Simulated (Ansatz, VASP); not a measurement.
# Cross-check of PtS2 between VASP and Ansatz

Aim: how closely do two programs agree when they are given the same cell, functional and k mesh? The cell is taken from a series of runs on this material, whose earlier steps may have relaxed, scaled, displaced or heated it; both programs get it as it stands.

Calculated with Ansatz 0.2.0; plane waves, with VASP 6.6.1 beside it; single point at PBEsol.

## 1. The starting structure

The cell holds 3 atoms: 2 S and 1 Pt. Its edges and angles: a = 3.720 Å, b = 3.720 Å, c = 17.288 Å, α = 90.0°, β = 90.0°, γ = 120.0°. It derives from PtS2. As first built, before any earlier steps moved the atoms (in the runner's words): kind sheets cut from a layered crystal; sheets 1; series ['strain PtS2', 5, 'biaxial strain (%)']. Vacuum lies along c.

Coordinates:

```cif
data_structure
_symmetry_space_group_name_H-M 'P 1'
_symmetry_Int_Tables_number 1
_cell_length_a 3.7204
_cell_length_b 3.7204
_cell_length_c 17.2876
_cell_angle_alpha 90.000
_cell_angle_beta 90.000
_cell_angle_gamma 120.000
_cell_volume 207.22
loop_
_atom_site_label
_atom_site_type_symbol
_atom_site_fract_x
_atom_site_fract_y
_atom_site_fract_z
_atom_site_occupancy
S1 S 0.33333 0.66667 0.56411 1
S2 S 0.66667 0.33333 0.43589 1
Pt3 Pt 0.00000 0.00000 0.50000 1
```

## 2. VASP: single point, PBEsol

A single point gives forces, pressure and levels at one fixed geometry, so differences don't come from the geometry; what else differs is listed under the comparison.

Lines of VASP's logs that name or quote its potential files are left out, and so is its time.

The input, INCAR:

```
SYSTEM = PtS2
PREC = Accurate
ENCUT = 400
EDIFF = 1E-06
NELM = 120
ISMEAR = -1
SIGMA = 0.02
LREAL = .FALSE.
ALGO = Normal
GGA = PS
NBANDS = 17
LASPH = .TRUE.
LORBIT = 11
LWAVE = .FALSE.
LCHARG = .FALSE.
ISIF = 2
GGA_COMPAT = .FALSE.
EFERMI = MIDGAP
```

The input, POSCAR:

```
PtS2
1.0
    3.7203600002      0.0000000000      0.0000000000
   -1.8601800001      3.2219262714      0.0000000000
    0.0000000000      0.0000000000     17.2876152000
S Pt
2 1
Direct
    0.3333333333      0.6666666667      0.5641126770
    0.6666666667      0.3333333333      0.4358873230
    0.0000000000      0.0000000000      0.5000000000
```

The input, KPOINTS:

```
Automatic mesh
0
Gamma
12 12 1
0 0 0
```

PAW data sets: S and Pt (PBE family, release 64).

Launch:

```sh
$ mpirun -np 1 vasp_std
```

Numbers of over 12 decimals in the logs are rounded to 6 here.

The log of the run:

```text
[banner, memory and clock lines left out]
running    1 mpi-ranks, on    1 nodes
 distrk:  each k-point on    1 cores,    1 groups
 distr:  one band on    1 cores,    1 groups

 POSCAR found type information on POSCAR S Pt
 POSCAR found :  2 types and       3 ions
|                                                                             |
|               ----> ADVICE to this user running VASP <----                  |
|                                                                             |
|     You enforced a specific xc type in the INCAR file but a different       |
|     [... a line on the potential file left out ...]
|     I HOPE YOU KNOW WHAT YOU ARE DOING!                                     |
|                                                                             |

 LDA part: xc-table for (Slater+PW92), standard interpolation
 POSCAR, INCAR and KPOINTS ok, starting setup
 FFT: planning ... GRIDC
 FFT: planning ... GRID_SOFT
 FFT: planning ... GRID
 WAVECAR not read
 entering main loop
       N       E                     dE             d eps       ncg     rms          rms(c)
DAV:   1     0.144148957154E+03    0.14415E+03   -0.70517E+03   646   0.795E+02
DAV:   2    -0.375151810536E+01   -0.14790E+03   -0.14119E+03   907   0.174E+02
DAV:   3    -0.178700553197E+02   -0.14119E+02   -0.13988E+02   823   0.642E+01
DAV:   4    -0.181386643993E+02   -0.26861E+00   -0.26820E+00   923   0.102E+01
DAV:   5    -0.181445197988E+02   -0.58554E-02   -0.58536E-02   880   0.142E+00    0.163E+01
DAV:   6    -0.170619330757E+02    0.10826E+01   -0.82142E+00   761   0.261E+01    0.109E+01
DAV:   7    -0.167897796320E+02    0.27215E+00   -0.20622E+00   739   0.140E+01    0.445E+00
DAV:   8    -0.167426211074E+02    0.47159E-01   -0.14977E-01   828   0.315E+00    0.995E-01
DAV:   9    -0.167356144862E+02    0.70066E-02   -0.25324E-02   854   0.144E+00    0.279E-01
DAV:  10    -0.167358760433E+02   -0.26156E-03   -0.22277E-03   841   0.312E-01    0.225E-01
DAV:  11    -0.167361139096E+02   -0.23787E-03   -0.75938E-04   794   0.259E-01    0.114E-01
DAV:  12    -0.167360387311E+02    0.75179E-04   -0.28375E-04   852   0.161E-01    0.688E-02
DAV:  13    -0.167360335085E+02    0.52226E-05   -0.22635E-05   906   0.284E-02    0.351E-02
DAV:  14    -0.167360340886E+02   -0.58010E-06   -0.28247E-06   738   0.874E-03
   1 F= -.16736034E+02 E0= -.16736034E+02  d E =-.181892E-15
```

From OUTCAR (step 2):

```text
ion  position               nearest neighbor table
   1  0.333  0.667  0.564-   3 2.42   3 2.42   3 2.42
   2  0.667  0.333  0.436-   3 2.42   3 2.42   3 2.42
   3  0.000  0.000  0.500-   1 2.42   2 2.42   2 2.42   1 2.42   2 2.42   1 2.42

  LATTYP: Found a hexagonal cell.
 ALAT       =     3.7203600002
 C/A-ratio  =     4.6467587005

 Subroutine GETGRP returns: Found 12 space group operations
 (whereof 12 operations were pure point group operations)

The static configuration has the point symmetry D_3d.

 Found     19 irreducible k-points:

   k-points           NKPTS =     19   k-points in BZ     NKDIM =     19   number of bands    NBANDS=     17

   dimension x,y,z NGX =    24 NGY =   24 NGZ =  120
   dimension x,y,z NGXF=    48 NGYF=   48 NGZF=  240

   ENCUT  =  400.0 eV  29.40 Ry    5.42 a.u.   6.07  6.07 28.19*2*pi/ulx,y,z

   NELECT =      22.0000    total number of electrons

 k-points in reciprocal lattice and weights: Automatic mesh
   0.00000000  0.00000000  0.00000000       0.007
   0.08333333  0.00000000  0.00000000       0.042
   0.16666667 -0.00000000  0.00000000       0.042
   0.25000000  0.00000000  0.00000000       0.042
   0.33333333  0.00000000  0.00000000       0.042
   0.41666667 -0.00000000  0.00000000       0.042
   0.50000000  0.00000000  0.00000000       0.021
   0.08333333  0.08333333  0.00000000       0.042
   0.16666667  0.08333333  0.00000000       0.083
[...]
0.33333333  0.25000000  0.00000000       0.083
   0.33333333  0.33333333  0.00000000       0.014

 average (electrostatic) potential at core
       1 -94.3859       2 -94.3859       3 -77.0838

 E-fermi :  -2.2738

 k-point     1 :       0.0000    0.0000    0.0000
  band No.  band energies     occupation
    ...
      7      -5.9725      2.00000
      8      -3.6837      2.00000
      9      -3.6821      2.00000
     10      -3.6725      2.00000
     11      -3.6725      2.00000
     12      -0.0655      0.00000
     13      -0.0655      0.00000
     14       2.1260      0.00000
     15       2.5819      0.00000
     16       3.1081      0.00000
    ...

 k-point     2 :       0.0833    0.0000    0.0000
  band No.  band energies     occupation
    ...
      7      -6.0456      2.00000
      8      -4.3016      2.00000
      9      -3.6505      2.00000
     10      -3.5359      2.00000
     11      -3.2774      2.00000
     12      -0.4615      0.00000
     13      -0.1813      0.00000
     14       2.3484      0.00000
     15       2.8462      0.00000
     16       3.2744      0.00000
    ...

 k-point     3 :       0.1667   -0.0000    0.0000
  band No.  band energies     occupation
    ...
      7      -6.2059      2.00000
      8      -4.8648      2.00000
      9      -3.6823      2.00000
     10      -3.2368      2.00000
     11      -3.1974      2.00000
     12      -1.1996      0.00000
     13      -0.3869      0.00000
     14       2.8805      0.00000
     15       3.1863      0.00000
     16       3.2613      0.00000
    ...

  Total       -3.8426133     -3.8426133      0.0483464     -0.0000000      0.0000000      0.0000000
  in kB      -29.7099288    -29.7099288      0.3737996     -0.0000000      0.0000000      0.0000000
  external PRESSURE =     -19.6820193 kB  Pullay stress =       0.0000000 kB

  energy-cutoff  :      400.00
  volume of cell :      207.22
      direct lattice vectors                 reciprocal lattice vectors
     3.720360000  0.000000000  0.000000000     0.268791192  0.155186667  0.000000000
    -1.860180000  3.221926271  0.000000000     0.000000000  0.310373334  0.000000000
     0.000000000  0.000000000 17.287615200     0.000000000  0.000000000  0.057844878

 POSITION                                       TOTAL-FORCE (eV/Angst)
 -----------------------------------------------------------------------------------
     -0.00000      2.14795      9.75216        -0.000000     -0.000000      0.021791
      1.86018      1.07398      7.53545         0.000000      0.000000     -0.021791
      0.00000      0.00000      8.64381         0.000000      0.000000      0.000000
 -----------------------------------------------------------------------------------
    total drift:                                0.000000     -0.000000      0.000000

  FREE ENERGIE OF THE ION-ELECTRON SYSTEM (eV)
  ---------------------------------------------------
  free  energy   TOTEN  =       -16.7360340886 eV

  energy  without entropy=      -16.7360340886  energy(sigma->0) =      -16.73603409

 total charge
# of ion       s       p       d       tot
------------------------------------------
    1        1.355   2.233   0.000   3.588
    2        1.355   2.233   0.000   3.588
    3        0.671   0.730   7.947   9.348
--------------------------------------------------
tot          3.381   5.196   7.947  16.524

[... 3 further parts left out ...]
```

## 3. Ansatz: single point, PBEsol

Ansatz runs on its PAW soft_1 files.

The same cell, functional, mesh and smearing now go to Ansatz, which takes its cutoff from its data sets.

The input, input.yaml:

```yaml
crystal:
  lattice:
    - [3.7203600002, 0.0, 0.0]
    - [-1.8601800001, 3.2219262714, 0.0]
    - [0.0, 0.0, 17.2876152]
  atoms:
    - { symbol: S, position: [0.3333333333, 0.6666666667, 0.564112677] }
    - { symbol: Pt, position: [0.0, 0.0, 0.5] }
    - { symbol: S, position: [0.6666666667, 0.3333333333, 0.435887323] }
kpoints:
  mp_grid: { grid: [12, 12, 1] }
scf:
  occupations: { method: fermi_dirac, width: 0.02 }
  n_extra_bands: 8
hamiltonian:
  xc: pbesol
  pseudopotentials: { kind: paw, azcp: { folder: soft_1 }, xc_functional: pbe }
output:
  forces: true
  write_potential: true
  volumetric_format: []
  dos:
    projected: true
    de: 0.05
    e_range: [-30, 12]
    method: { smearing: { sigma: 0.12, scheme: gaussian } }
  eigenstates:
    kpoints:
      - [0.33333333, 0.33333333, 0.0]
      - [0.31666667, 0.31666667, 0.0]
      - [0.3, 0.3, 0.0]
      - [0.28333333, 0.28333333, 0.0]
      - [0.26666667, 0.26666667, 0.0]
      - [0.25, 0.25, 0.0]
      - [0.23333333, 0.23333333, 0.0]
      - [0.21666667, 0.21666667, 0.0]
      - [0.2, 0.2, 0.0]
      - [0.18333333, 0.18333333, 0.0]
      - [0.16666667, 0.16666667, 0.0]
      - [0.15, 0.15, 0.0]
      - [0.13333333, 0.13333333, 0.0]
      - [0.11666667, 0.11666667, 0.0]
      - [0.1, 0.1, 0.0]
      - [0.08333333, 0.08333333, 0.0]
      - [0.06666667, 0.06666667, 0.0]
      - [0.05, 0.05, 0.0]
      - [0.03333333, 0.03333333, 0.0]
      - [0.01666667, 0.01666667, 0.0]
      - [0.0, 0.0, 0.0]
      - [0.02777778, 0.0, 0.0]
      - [0.05555556, 0.0, 0.0]
      - [0.08333333, 0.0, 0.0]
      - [0.11111111, 0.0, 0.0]
      - [0.13888889, 0.0, 0.0]
      - [0.16666667, 0.0, 0.0]
      - [0.19444444, 0.0, 0.0]
      - [0.22222222, 0.0, 0.0]
      - [0.25, 0.0, 0.0]
      - [0.27777778, 0.0, 0.0]
      - [0.30555556, 0.0, 0.0]
      - [0.33333333, 0.0, 0.0]
      - [0.36111111, 0.0, 0.0]
      - [0.38888889, 0.0, 0.0]
      - [0.41666667, 0.0, 0.0]
      - [0.44444444, 0.0, 0.0]
      - [0.47222222, 0.0, 0.0]
      - [0.5, 0.0, 0.0]
      - [0.48333333, 0.03333333, 0.0]
      - [0.46666667, 0.06666667, 0.0]
      - [0.45, 0.1, 0.0]
      - [0.43333333, 0.13333333, 0.0]
      - [0.41666667, 0.16666667, 0.0]
      - [0.4, 0.2, 0.0]
      - [0.38333333, 0.23333333, 0.0]
      - [0.36666667, 0.26666667, 0.0]
      - [0.35, 0.3, 0.0]
    e_range: [-8.0, 6.0]
    unfold:
      supercell_matrix: [[1, 0, 0], [0, 1, 0], [0, 0, 1]]
      layers:
        axis: 3
        edges: [0.204508, 0.406965, 0.465293, 0.534707, 0.593035, 0.795492]
```

Launch:

```sh
$ ansatz run input.yaml --threads 4 --pin off --max-ram 11264MiB --backend cpu --events-out ev --progress --plain --runs-dir out
```

The log of the run:

```text
scf.n_extra_bands = 8 over 15 filled bands (N_el = 30.0): the run solves 23 bands
Engine: ansatz 0.2.0, x86_64-unknown-linux-gnu
Pseudopotentials: kind: paw
Pseudopotential: S, paw, valence charge 6, recommended cutoff 420 eV (normal), soft_1/S.paw.azcp
Pseudopotential: Pt, paw, valence charge 18, recommended cutoff 420 eV (normal), soft_1/Pt.paw.azcp
Functional definition: PBEsol
  exchange = pbesol_x
  correlation = pbesol_c
Crystal: 3 atoms, lattice volume = 207.222 Å³
Basis set: ecut = 420 eV, 4077 PW (Γ), exchange–correlation on 50×50×240 points (8 copies of the dense FFT grid, shifted against one another)
Bands: 23, of which v1, the nominal top of the filled ones, is band 15 counted from 1 (14 counted from 0)
Symmetry: 12 space group operations
Space group: P-3m1 (ITA 164), of the structure as read, at distance tolerance 5.9e-5 Å
k-points: 19 of 144
Non-local potential: S, projectors of the file, l = 0: 2, l = 1: 2, l = 2: 1
Non-local potential: Pt, projectors of the file, l = 0: 3, l = 1: 2, l = 2: 2, l = 3: 1
PAW form: soft (Blöchl's): semilocal exchange-correlation on the pseudo side does not see the compensation charge
PAW frozen core: S, regenerated for the run's functional, and the local potential with it (the file was generated under x = pbe(κ = 0.804, μ = 0.219515), c = pbe(β = 0.066725))
PAW frozen core: Pt, regenerated for the run's functional, and the local potential with it (the file was generated under x = pbe(κ = 0.804, μ = 0.219515), c = pbe(β = 0.066725))
PAW one-centre angular grid: S, 110 points (default); XC on 64 Gauss nodes
PAW one-centre angular grid: Pt, 590 points (default); XC on 64 Gauss nodes
Initial density: superposition of atomic densities (neutral atoms: chi_scale 0, normalization atom)
Initial wavefunctions: pseudopotential atomic-orbital guess
Functional: x = pbesol(κ = 0.804, μ = 0.123457), c = pbesol(β = 0.046)
SCF iter   1: F=—  HF=-14157.570525 eV  |F-HF|=—  |Δ(HF+E_count)|=         —  Δρ=5.34e-2  dr2=7.31e0  ethr=3.10e-3  ⟨swp⟩=10.4  Hψ=3167  notcnv=0
preconditioner: auto → none  [insulator: Δε(μ)=1.618 eV  Ē_g=10.866 eV  σ=0.020 eV  W_gap=1.00  n_scr=16 (ndim 8)  ℏωp=12.1 eV  f_vac=0.670  D(μ)=0.00/eV (n_scr^D=0)  ε∞_Penn≈2.2]
SCF iter   2: F=—  HF=-14158.912002 eV  |F-HF|=—  |Δ(HF+E_count)|=    1.34e0  Δρ=5.71e-2  dr2=1.31e1  ethr=3.10e-3  ⟨swp⟩=4.3  Hψ=1346  notcnv=0  defer=54
SCF iter   3: F=—  HF=-14156.363321 eV  |F-HF|=—  |Δ(HF+E_count)|=    2.55e0  Δρ=1.67e-2  dr2=8.37e-1  ethr=3.10e-3  ⟨swp⟩=3.3  Hψ=1117  notcnv=0  defer=44
SCF iter   4: F=—  HF=-14156.210880 eV  |F-HF|=—  |Δ(HF+E_count)|=   1.52e-1  Δρ=5.80e-3  dr2=1.07e-1  ethr=2.79e-3  ⟨swp⟩=3.3  Hψ=841  notcnv=0  defer=39
SCF iter   5: F=—  HF=-14156.189219 eV  |F-HF|=—  |Δ(HF+E_count)|=   2.17e-2  Δρ=2.27e-3  dr2=1.70e-2  ethr=3.55e-4  ⟨swp⟩=2.6  Hψ=666  notcnv=0  defer=44
SCF iter   6: F=—  HF=-14156.185272 eV  |F-HF|=—  |Δ(HF+E_count)|=   3.95e-3  Δρ=3.54e-4  dr2=4.22e-4  ethr=5.68e-5  ⟨swp⟩=2.6  Hψ=667  notcnv=0  defer=44
SCF iter   7: F=—  HF=-14156.185143 eV  |F-HF|=—  |Δ(HF+E_count)|=   1.30e-4  Δρ=6.88e-5  dr2=1.29e-5  ethr=1.41e-6  ⟨swp⟩=2.4  Hψ=695  notcnv=0  defer=44
SCF iter   8: F=—  HF=-14156.185176 eV  |F-HF|=—  |Δ(HF+E_count)|=   3.33e-5  Δρ=1.30e-5  dr2=2.55e-7  ethr=4.30e-8  ⟨swp⟩=2.6  Hψ=763  notcnv=0  defer=44
SCF iter   9: F=-14156.185176 eV  HF=-14156.185176 eV  |F-HF|=5.66e-9  |Δ(HF+E_count)|=   1.28e-8  Δρ=1.62e-6  dr2=7.74e-9  ethr=3.33e-10  ⟨swp⟩=20.9  Hψ=4062  notcnv=0
SCF 1 converged in 9 iterations: F = -14156.185176 eV  dr2 = 7.74e-9
  greatest PAW one-centre occupation: 1.000 electrons in one spin orbital (limit 2), on the Pt atom at site 1 (counted from 0), in its partial waves of l = 0
NSCF: frozen V_eff on 48 k-points
SCF converged after 9 iterations
Free energy (F): -14156.185176 eV
Harris-Foulkes:  -14156.185176 eV  (|F-HF|=5.66e-9)
Internal energy: -14156.185176 eV  (E = F + TS)
E sigma→0 (E₀):  -14156.185176 eV
Fermi energy:    -1.161090 eV
--- Per-component energies (eV) ---
  E_band       = -677.624796
  E_kinetic    = 802.164756
  E_local      = -15806.844863  (includes V_loc(G=0)·N_el)
  E_nonlocal   = 275.305028
  E_hartree    = 7411.785106
  E_xc         = -404.776336
  E_vxc        = -433.074247  (∫ρ·V_xc dr)
  E_paw        = -10529.688222  (= ΣΔE_a)
  E_vpaw       = -338.740046  (= ΣTr[D̂ρ^β])
  E_aug_tail   = 0.001127  (compensation charges beyond the density's cutoff)
  E_ewald      = 4095.457297
  E_core_change = 0.410930  (= ΣΔE_core)
  E_smearing   = -0.000000  (= −TS)
  E_closure    = -0.000000  (closes the sum)
  Σ components = -14156.185176   (vs F -14156.185176, Δ=0.00e0)
--- Forces (eV/Å), atoms counted from 1 ---
  atom   1  S     -0.00000000     0.00000000     0.03496163
  atom   2  Pt     0.00000000    -0.00000000     0.00000000
  atom   3  S     -0.00000000    -0.00000000    -0.03496163
  max |Σ_I F_I| component: 1.39e-17 eV/Å
--- Band table (eV; the first three rows and the last of 19) ---
  k-point 0: bands = [... 11 lower, -2.5772, -2.5662, -2.5655, -2.5655, 1.0500, 1.0500, 3.2390, 3.6651, ... 4 higher]
  k-point 1: bands = [... 11 lower, -3.1907, -2.5432, -2.4303, -2.1642, 0.6532, 0.9335, 3.4639, 3.9371, ... 4 higher]
  k-point 2: bands = [... 11 lower, -3.7556, -2.5740, -2.1230, -2.0892, -0.0865, 0.7267, 4.0028, 4.2691, ... 4 higher]
  k-point 18: bands = [... 11 lower, -4.5195, -3.9549, -2.8864, -2.8864, 0.0471, 0.0471, 4.7711, 6.8183, ... 4 higher]
```

The column dr2 measures how far the density is from self-consistency, as an energy; F and HF (Harris–Foulkes) agree once it is small.

## 4. Differences

Known differences besides the potentials themselves: the data sets hold 30 valence electrons in Ansatz (on its PAW soft_1 files) and 22 in VASP; the cutoff is 420 eV in Ansatz and 400 eV in VASP; Ansatz makes its cores anew for this functional, VASP keeps those of its PBE data sets. Total energies have different zeros and are not compared.

Compared:

| quantity | Ansatz | VASP | difference |
| --- | --- | --- | --- |
| gap on the k mesh (eV) | 1.358 | 1.364 | -0.006 |

At this near-relaxed geometry the largest component of a force difference is 13 meV/Å. A gap on the mesh is an upper bound, since the band edges may lie between its points; neither run holds spin-orbit coupling, which can move the band edges of a compound of Pt. With vacuum in the cell, a pressure given here is an average over mostly empty space and none of the material.

## 5. What came out

```yaml
difference_in_gap_on_the_k_mesh_single_point_pbesol: -0.0064 eV
r_m_s_force_difference_single_point_pbesol: 6.2 meV/Å
```

In words: The r.m.s. force difference is 6.2 meV/Å (single point, PBEsol), within the 12 meV/Å picked in this series as the mark of a large difference. The data sets hold unlike numbers of valence electrons (30 in Ansatz and 22 in VASP), so part of the differences comes from the potentials. 1 further run of this series is not shown here. How closely two codes agree says nothing of how well the functional describes the real material.

[Lines on the potential files, build, host, timing and source positions are cut from VASP's logs without a mark.]

[Logs are printed without paths, hosts, clocks, repeated set-up lines and the standing remarks that a program may print on its own settings, such as how far it seeks lower states.]

[Hosts, paths, dates, database ids (printed as entryN), source tags and the programs' standing remarks are cut or masked in the printed files.]
